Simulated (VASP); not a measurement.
A run of VASP 6.6.1:

File INCAR:

```
PREC = Accurate ; ENCUT = 520
EDIFF = 1E-6 ; ISMEAR = 0
SIGMA = 0.05 ; LREAL = False
LASPH = True ; NELM = 80
ALGO = Fast ; ISIF = 2
LWAVE = False ; LCHARG = False
ISPIN = 2 ; MAGMOM = -0.09 0
LORBIT = 11 ; LMAXMIX = 4
LDAU = True ; LDAUTYPE = 2
LDAUL = 2 -1 ; LDAUU = 2 0
LDAUJ = 0 0 ; LDAUPRINT = 1
GGA = CA ; NBANDS = 21
```

File KPOINTS:

```
Automatic mesh
0
Gamma
  6 6 5
```

File POSCAR:

```
TeRu
1.0
    3.7950828900      0.0000000000      0.0000000000
   -1.8975414500      3.2866381900      0.0000000000
    0.0000000000      0.0000000000      3.7038128800
Ru Te
1 1
Direct
    0.0000000000      0.0000000000      0.0000000000
    0.6666666667      0.3333333333      0.5000000000
```

Potentials or basis: VASP PAW LDA potentials, release 64 (Ru_pv, Te).

Command:

```sh
$ cat potpaw_LDA.64/Ru_pv/POTCAR potpaw_LDA.64/Te/POTCAR > POTCAR
$ mpirun -np 1 vasp_std > vasp.out
```

Hardware: 1 thread of AMD EPYC 7R43 64-Core Processor (Zen 3), with other jobs on the host.

Question: Estimate the wall time of this run.

Answer: Wall time 27 s on 1 thread of AMD EPYC 7R43 64-Core Processor (Zen 3), on a shared host, peak memory 0.13 GiB. Counts: scf iterations 13, k points 21.
